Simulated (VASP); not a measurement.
Consider the following.

```yaml
crystal:
  lattice:
    - [0.00000, 2.72692, 2.72692]
    - [2.72692, 0.00000, 2.72692]
    - [2.72692, 2.72692, 0.00000]
  atoms:
    - { symbol: Ca, position: [0.00000, 0.00000, 0.00000] }
    - { symbol: F, position: [0.25000, 0.25000, 0.25000] }
    - { symbol: F, position: [0.75000, 0.75000, 0.75000] }
```

Level of theory: vdW-DF-cx, VASP's PBE PAW potentials (set 64) (plane waves; VASP). Settings: 520 eV cut-off, Gaussian smearing of 0.050 eV, potentials Ca_sv F.

Question: Give the energies of bands 7 to 15 at the high-symmetry points, in eV from the valence-band maximum.

Answer: 
```
band      Γ      X      U      L      W
----  -----  -----  -----  -----  -----
7     -2.13  -2.72  -2.45  -1.53  -2.27
8     -2.13  -1.66  -1.74  -1.53  -2.14
9     -2.13  -1.66  -1.51  -1.29  -1.05
10    -0.26  -0.37  -0.65  -1.24  -1.05
11    -0.26  -0.37  -0.44  -0.84  -0.28
12    -0.26   0.00  -0.10  -0.84  -0.09
13     7.39   8.18   8.43   9.44   8.50
14     9.22   9.57   9.76   9.44   9.81
15     9.22  10.14   9.87   9.80   9.98
```

The gap is indirect, 7.39 eV, from the valence maximum at X to the conduction minimum at Γ.

Measured: gap 11.80 eV (computed value off by -4.41 eV), as given by E. Cadelano et al., The European Physical Journal B (2011), arXiv:1107.5962.

The compound is CaF2 in the fluorite structure. It was relaxed first.
